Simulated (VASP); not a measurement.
Input:

```
CaO
1.0
    0.00000     2.46828     2.46828
    2.46828     0.00000     2.46828
    2.46828     2.46828     0.00000
Ca O
1 1
Cartesian
  0.00000   0.00000   0.00000
  2.46828   2.46828   2.46828
```

Level of theory: vdW-DF2, VASP's PBE PAW potentials (set 64) (plane waves; VASP). Settings: 520 eV cut-off, 9×9×9 Γ-centred mesh, Gaussian smearing of 0.050 eV, potentials Ca_sv O.

Task: What does the run give for the energy per atom (σ→0), pressure?

Result: 
The energy per atom (σ→0) is -443.3 kJ/mol of atoms and the pressure is -28.4 kbar.

Total energies compare only between runs with the same potentials, cut-off and functional.

The compound is CaO in the rock salt structure. This cell is one point of a volume scan, at 1.03 of the reference volume.
